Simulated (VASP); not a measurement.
Given:

```yaml
crystal:
  lattice:
    - [3.97933, 0.00000, 0.00000]
    - [0.00000, 3.97933, 0.00000]
    - [0.00000, 0.00000, 4.06892]
  atoms:
    - { symbol: Ba, position: [0.00000, 0.00000, 0.00224] }
    - { symbol: Ti, position: [0.50000, 0.50000, 0.51828] }
    - { symbol: O, position: [0.50000, 0.50000, 0.97316] }
    - { symbol: O, position: [0.00000, 0.50000, 0.48516] }
    - { symbol: O, position: [0.50000, 0.00000, 0.48516] }
```

All values below come from vdW-DF-cx, VASP's PBE PAW potentials (set 64) (plane waves; VASP). Settings: 520 eV cut-off, Gaussian smearing of 0.050 eV, potentials Ba_sv Ti_sv O.

Unless said otherwise, spin-orbit coupling is left out, though it shifts the bands of the heavy elements here.

**Question.** Give the energies of bands 12 to 23 at the high-symmetry points, in eV from the valence-band maximum.

**Answer.** 
```
band      Γ      X      M      Z      R      A
----  -----  -----  -----  -----  -----  -----
12    -2.43  -4.05  -4.37  -4.05  -4.31  -4.49
13    -2.37  -2.88  -4.16  -2.84  -4.17  -3.87
14    -2.37  -2.87  -3.88  -2.84  -3.85  -3.84
15    -1.42  -2.42  -2.88  -2.03  -2.93  -2.56
16    -1.42  -2.00  -2.88  -2.03  -2.72  -2.51
17    -1.23  -1.92  -1.86  -2.02  -1.77  -2.51
18    -0.51  -1.74  -1.04  -2.01  -1.00  -0.22
19    -0.41  -1.18  -1.04  -0.73  -0.97  -0.22
20    -0.41  -1.01  -0.08  -0.73  -0.30   0.00
21     1.78   2.25   3.60   1.92   3.53   4.14
22     2.14   3.51   3.60   3.52   3.54   4.14
23     2.14   3.57   3.96   3.52   3.88   4.19
```

The gap is indirect, 1.78 eV, from the valence maximum at A to the conduction minimum at Γ.

The compound is BaTiO3 in the tetragonal perovskite structure. It was relaxed first.
